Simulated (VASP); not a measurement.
These are PBEsol GGA, VASP's PBE PAW potentials (set 64) (plane waves; VASP) values and carry that method's errors.

VASP ran on this input.

### POSCAR
```
Be4S3Se
1
    0.0005077092     4.9152942016     4.9133684294
    4.9152942016     0.0005077092     4.9133684294
    2.4579009554     2.4579009554     0.0000000000
Be Se S
4 1 3
Direct
  0.9924004555   0.9924004555   0.0151990890
  0.9957016274   0.5113715233   0.9929268492
  0.5113715233   0.9957016274   0.9929268492
  0.5004656013   0.5004656013   0.9990687975
  0.1251639783   0.1251639783   0.2496720434
  0.1249160577   0.6249315921   0.2501523502
  0.6249315921   0.1249160577   0.2501523502
  0.6250491643   0.6250491643   0.2499016713
```

### KPOINTS
```
k-points along high-symmetry lines
8
Line-mode
Reciprocal
  0.000000   0.000000   0.000000 ! GAMMA
 -0.500000  -0.500000   0.000000 ! Y

 -0.500000  -0.500000   0.000000 ! Y
 -0.625000  -0.375000   0.000000 ! C_0

 -0.375000   0.375000   0.000000 ! SIGMA_0
  0.000000   0.000000   0.000000 ! GAMMA

  0.000000   0.000000   0.000000 ! GAMMA
  0.500000   0.500000   0.500000 ! Z

  0.500000   0.500000   0.500000 ! Z
  0.125000   0.875000   0.500000 ! A_0

 -0.125000   0.125000   0.500000 ! E_0
  0.000000   0.000000   0.500000 ! T

  0.000000   0.000000   0.500000 ! T
 -0.500000  -0.500000   0.000000 ! Y

  0.000000   0.000000   0.000000 ! GAMMA
 -0.500000   0.000000   0.000000 ! S

 -0.500000   0.000000   0.000000 ! S
  0.000000   0.500000   0.500000 ! R

  0.000000   0.500000   0.500000 ! R
  0.500000   0.500000   0.500000 ! Z

  0.500000   0.500000   0.500000 ! Z
  0.000000   0.000000   0.500000 ! T
```

**INCAR**
```
# general
SYSTEM  = Be4S3Se
PREC    = Accurate
ENCUT   = 400   # plane-wave cut-off (eV)
LREAL   = .False.   # projection in real space or not
LASPH   = .True.   # aspherical one-centre terms
ICHARG  = 11

# electronic loop
EDIFF   = 1E-7
NELM    = 100   # most electronic steps
ALGO    = Normal   # blocked Davidson
LMAXMIX = 4   # l cut-off of mixed one-centre charges

# smearing
ISMEAR  = 0
SIGMA   = 0.05   # width (eV)

# functional
GGA     = PS

# output
LWAVE   = .False.
LCHARG  = .False.
LORBIT  = 11
```

POTCAR, in this order: Be Se S (PBE.64 set). Program: vasp_std. Read from the step before: CHGCAR.

Output

File OSZICAR:
```
       N       E                     dE             d eps       ncg     rms          rms(c)
DAV:   1     0.121352404763E+03    0.12135E+03   -0.11786E+04  3696   0.107E+03
DAV:   2    -0.291445484134E+02   -0.15050E+03   -0.14238E+03  5226   0.204E+02
DAV:   3    -0.395972052616E+02   -0.10453E+02   -0.10320E+02  4698   0.584E+01
DAV:   4    -0.397950441335E+02   -0.19784E+00   -0.19742E+00  4768   0.971E+00
DAV:   5    -0.398003021841E+02   -0.52581E-02   -0.52556E-02  4665   0.143E+00
DAV:   6    -0.398004483894E+02   -0.14621E-03   -0.14617E-03  4902   0.234E-01
DAV:   7    -0.398004519525E+02   -0.35632E-05   -0.35630E-05  4645   0.333E-02
DAV:   8    -0.398004520847E+02   -0.13216E-06   -0.13189E-06  4258   0.586E-03
DAV:   9    -0.398004520903E+02   -0.56357E-08   -0.54745E-08  3219   0.121E-03
   1 F= -.39800452E+02 E0= -.39800452E+02  d E =-.183583E-10
```

OUTCAR:
```
 val. band max:        4.2133396877   @ k =   0.0000   0.0000   0.0000

 cond. band min:       6.6101537540   @ k =   0.0000   0.0000   0.5000



 k-point     1 :       0.0000    0.0000    0.0000
  band No.  band energies     occupation
      1      -9.8175      2.00000
      2      -8.2677      2.00000
      3      -8.2193      2.00000
      4      -7.6987      2.00000
      5      -1.9758      2.00000
      6      -1.8578      2.00000
      7      -1.1430      2.00000
      8       1.2056      2.00000
      9       1.2315      2.00000
     10       2.6133      2.00000
     11       2.8359      2.00000
     12       2.8365      2.00000
     13       3.0323      2.00000
     14       4.0409      2.00000
     15       4.0654      2.00000
     16       4.2133      2.00000
     17       6.7428      0.00000
     18       8.5448      0.00000
     19       8.9698      0.00000
     20       8.9958      0.00000
     21       9.3996      0.00000

 k-point     2 :      -0.0714   -0.0714    0.0000
  band No.  band energies     occupation
      1      -9.7982      2.00000
      2      -8.2720      2.00000
      3      -8.2244      2.00000
      4      -7.7381      2.00000
      5      -1.9334      2.00000
      6      -1.8156      2.00000
      7      -1.0816      2.00000
      8       1.2270      2.00000
      9       1.2528      2.00000
     10       2.6097      2.00000
     11       2.7511      2.00000
     12       2.7522      2.00000
     13       3.0196      2.00000
     14       3.9605      2.00000
     15       3.9781      2.00000
     16       4.1616      2.00000
     17       6.7823      0.00000
     18       8.5734      0.00000
     19       9.0249      0.00000
     20       9.0612      0.00000
     21       9.4009      0.00000

 k-point     3 :      -0.1429   -0.1429    0.0000
  band No.  band energies     occupation
      1      -9.7406      2.00000
      2      -8.2842      2.00000
      3      -8.2386      2.00000
      4      -7.8504      2.00000
...
```

The density is held fixed in this step, so its total energy and stress have no physical meaning.

The structure was generated: Be4S3Se was put into an ordered model structure (Amm2), which need not be its known phase. It was relaxed first.
